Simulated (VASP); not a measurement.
Here is the system:

```yaml
crystal:
  lattice:
    - [0.00000, 2.72207, 2.72207]
    - [2.72207, 0.00000, 2.72207]
    - [10.86129, 10.86129, 0.02700]
  atoms:
    - { symbol: Be, position: [0.02667, 0.02667, 0.98000] }
    - { symbol: Be, position: [0.00804, 0.00804, 0.24397] }
    - { symbol: Be, position: [0.99259, 0.99259, 0.50556] }
    - { symbol: Be, position: [0.97490, 0.97490, 0.76882] }
    - { symbol: Te, position: [0.26515, 0.26515, 0.05113] }
    - { symbol: Te, position: [0.24986, 0.24986, 0.31260] }
    - { symbol: Te, position: [0.23422, 0.23422, 0.57433] }
    - { symbol: S, position: [0.24856, 0.24856, 0.81358] }
```

Computed with PBEsol GGA, VASP's PBE PAW potentials (set 64) (plane waves; VASP). Run with 400 eV cut-off, Gaussian smearing of 0.050 eV, potentials Be Te S.

Unless said otherwise, spin-orbit coupling is left out, though it shifts the bands of the heavy elements here.

**Question.** Predict the band gap (along the path) with the smallest direct gap where there is one.

**Answer.** 
```json
{
  "band gap (along the path)": "1.48 eV",
  "smallest direct gap (along the path)": "1.83 eV"
}
```

The structure was generated: Be4STe3 was put into an ordered model structure (R3m), which need not be its known phase. It was relaxed first.
